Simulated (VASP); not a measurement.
The input files of a VASP run:

**INCAR**
```
# general
SYSTEM =BaO
PREC   =Accurate
ENCUT  =520
LREAL  =.FALSE.   # projection in real space or not
LASPH  =.TRUE.   # aspherical one-centre terms

# electronic loop
EDIFF  =1E-6
NELM   =100   # most electronic steps
ALGO   =Normal
LMAXMIX=4   # l cut-off of mixed one-centre charges

# smearing
ISMEAR =0   # Gaussian
SIGMA  =0.05   # width (eV)

# functional
GGA    =PS   # PBEsol

# ions
IBRION =2   # conjugate gradients
NSW    =60   # most ionic steps
ISIF   =3
EDIFFG =-0.01   # ionic stop

# output
LWAVE  =.FALSE.
LCHARG =.FALSE.
```

### KPOINTS
```
Automatic mesh
0
Gamma
8 8 8
0 0 0
```

**POSCAR**
```
BaO
1
    0.0000000000     2.7653571703     2.7653571703
    2.7653571703    -0.0000000000     2.7653571703
    2.7653571703     2.7653571703    -0.0000000000
Ba O
1 1
Direct
  0.0000000000   0.0000000000   0.0000000000
  0.5000000000   0.5000000000   0.5000000000
```

POTCAR, in this order: Ba_sv O (PBE.64 set). Program: vasp_std.

Question: Write an equivalent input for Ansatz.

Answer: One equivalent input (not run):
Ansatz 0.2 input:
```yaml
crystal:
  lattice:
    - [0.0000000, 2.7653572, 2.7653572]
    - [2.7653572, 0.0000000, 2.7653572]
    - [2.7653572, 2.7653572, 0.0000000]
  atoms:
    - { symbol: Ba, position: [0.0000000, 0.0000000, 0.0000000] }
    - { symbol: O, position: [0.5000000, 0.5000000, 0.5000000] }
kpoints:
  mp_grid: { grid: [8, 8, 8] }
hamiltonian:
  xc: pbesol
  pseudopotentials: { kind: paw }
scf:
  occupations: { method: gaussian, width: 0.05 }
  max_iter: 100
relax:
  max_steps: 60
  f_tol: 0.01
  cell: {}
output: { forces: true, stress: true, eigenvalues: true }
```
Limits of the translation: each code has its own PAW files, so the cut-off isn't converted (ENCUT is set for VASP's; basis.ecutwfc is left out, and Ansatz then takes the one that its files recommend); Ansatz stops its SCF on the density residual and VASP on the energy change (EDIFF).

The structure was generated: BaO was put into the rock salt type (Fm-3m), which need not be its known phase. This run relaxes it. Symmetry was kept, so distortions that lower it aren't found. The start is the result of an earlier pass.
